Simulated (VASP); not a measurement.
Here is a VASP 6.6.1 calculation.

File INCAR:

```
PREC = Accurate ; ENCUT = 520
EDIFF = 1E-6 ; ISMEAR = 0
SIGMA = 0.1 ; LREAL = F
LASPH = T ; NELM = 100
ALGO = Fast ; ISIF = 2
LWAVE = F ; LCHARG = T
GGA = PE ; LELF = T
LVHAR = T ; NBANDS = 28
```

KPOINTS

```
regular mesh
0
Gamma
  6 6 12
```

Contents of POSCAR:

```
B4Te3Cl
1.0
    8.9538793844      0.0000000000      0.0000000000
   -4.4769396922      7.7542870093      0.0000000000
    0.0000000000      0.0000000000      3.0941364523
B Te Cl
4 3 1
Direct
    0.3333333333      0.6666666667      0.0000000000
    0.6666666667      0.3333333333      0.0000000000
    0.3333333333      0.6666666667      0.5000000000
    0.6666666667      0.3333333333      0.5000000000
    0.5000000000      0.0000000000      0.0000000000
    0.0000000000      0.5000000000      0.0000000000
    0.5000000000      0.5000000000      0.0000000000
    0.0000000000      0.0000000000      0.0000000000
```

Potentials or basis: VASP PAW PBE potentials, release 64 (B, Te, Cl).

Launch:

```sh
$ cat potpaw_PBE.64/B/POTCAR potpaw_PBE.64/Te/POTCAR potpaw_PBE.64/Cl/POTCAR > POTCAR
$ mpirun -np 1 vasp_std > vasp.out
```

(1) Predict the band gap on the k mesh.

(2) Estimate the pressure.

Results:

(1) none (metal or under the smearing width).

(2) -0.1 GPa.

Caveat: an odd number of electrons without spin polarisation forces a metal; a magnetic or distorted state may lie lower.
